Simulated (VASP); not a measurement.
A run of VASP 6.6.1 is set up as follows.

Contents of INCAR:

```
SYSTEM = YbN
PREC = Accurate
ENCUT = 520
EDIFF = 1E-7
ISMEAR = 0
SIGMA = 0.05
LREAL = .False.
LASPH = .True.
NELM = 100
ALGO = Normal
ISIF = 2
LWAVE = .False.
LCHARG = .False.
ISPIN = 2
MAGMOM = 1 0
LORBIT = 11
LMAXMIX = 6
LDAU = .True.
LDAUTYPE = 2
LDAUL = 3 -1
LDAUU = 2 0
LDAUJ = 0 0
LDAUPRINT = 1
GGA = CA
```

KPOINTS

```
Automatic mesh
0
Gamma
  6 6 6
  0 0 0
```

Contents of POSCAR:

```
YbN
1.0
    2.9096680100      0.0000000000      0.0000000000
    0.0000000000      2.9096680100      0.0000000000
    0.0000000000      0.0000000000      2.9096680100
Yb N
1 1
Direct
    0.0000000000      0.0000000000      0.0000000000
    0.5000000000      0.5000000000      0.5000000000
```

Potentials or basis: VASP PAW PBE potentials, release 64 (Yb, N).

Launch:

```bash
$ cat potpaw_PBE.64/Yb/POTCAR potpaw_PBE.64/N/POTCAR > POTCAR
$ mpirun -np 1 vasp_std > vasp.out
```

Question: Estimate the site moments.

Answer: Yb +0.39; N +0.15 μB.

Question: What does it give for the net moment?

Answer: 0.60 μB per cell.

Question: Estimate the pressure.

Answer: -3.9 GPa.

Eigenvalues of the final occupation matrices:
| site | spin | trace | eigenvalues |
| --- | --- | --- | --- |
| site 1 f | 1 | 6.94 | 0.98 0.98 0.98 0.99 1.00 1.00 1.00 |
| site 1 f | 2 | 6.55 | 0.64 0.97 0.97 0.97 1.00 1.00 1.00 |

Caveat: the PAW data sets were made with another functional, which shifts forces and pressure a little; spin-orbit coupling is left out, which moves the levels of the heavy elements. The state reached can hang on the start; a lower one may exist.
